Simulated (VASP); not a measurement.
**Fe3SnSb in VASP: convergence with ENCUT**

Crystal: Fe3SnSb.

```xyz
5
Lattice="4.2103 0.0000 0.0000 -2.1052 3.6462 0.0000 0.0000 0.0000 5.3996" Properties=species:S:1:pos:R:3 pbc="T T T"
Sb   -0.0051    2.4334    4.4249
Sn   -0.0081    0.0171    0.9474
Fe    2.0919    1.2274    2.6986
Fe   -0.0318    2.4404    1.8450
Fe    0.0040   -0.0331    3.5667
```

The cell comes from a database or a generator and needn't be the stable form of this composition.

The cell isn't the ideal one: atoms moved at random, drawn with an rms of 0.02 Å.

```yaml
Program: VASP 6.6.1
Task: single point
Functional: PBE
Potentials_or_basis: VASP PAW PBE potentials, release 64 (Sb, Sn_d, Fe)
Cutoff: 200 eV
k_mesh: 5 × 5 × 4
Occupations: methfessel-paxton, width 0.1 eV
Spin: collinear spin, ferromagnetic start
Starting_moments: "[0.0, 0.0, 3.0, 3.0, 3.0] μB"
```

These are the settings of the first run; the series varies ENCUT, with any setting tied to it.

Hardware: 1 thread of Intel(R) Xeon(R) Platinum 8259CL CPU @ 2.50GHz (Skylake/Cascade Lake) (shared host).

```
 ENCUT  energy less the tightest run, at zero smearing (meV/atom)  largest force (eV/Å)  largest site moment (μB)  SCF cycles  CPU time (s)  peak memory (GiB)
200 eV                                                     283.41                 0.312                      2.69          19            91               0.17
250 eV                                                      13.00                 0.331                      2.66          19           120               0.21
300 eV                                                      -3.08                 0.334                      2.66          19           120               0.23
350 eV                                                      -1.10                 0.333                      2.65          19           220               0.27
400 eV                                                       0.15                 0.333                      2.65          19           260               0.29
450 eV                                                       0.08                 0.334                      2.65          19           380               0.33
500 eV                                                      -0.08                 0.334                      2.65          19           340               0.37
600 eV                                                       0.04                 0.334                      2.65          19           470               0.47
800 eV                                                       0.00                 0.334                      2.65          19           690               0.62
```

Against the tightest run, the energy stays within 1 meV/atom from 400 eV on; the largest force stays within 0.005 eV/Å from 250 eV on; the largest site moment stays within 0.02 μB from 250 eV on. The tightest run that finished is the yardstick and may itself not be fully converged.

Caveat, for the tightest run too: only a ferromagnetic start was run, and an antiferromagnetic order may lie lower in energy. Spin-orbit coupling is left out, which matters for the levels of Sb.
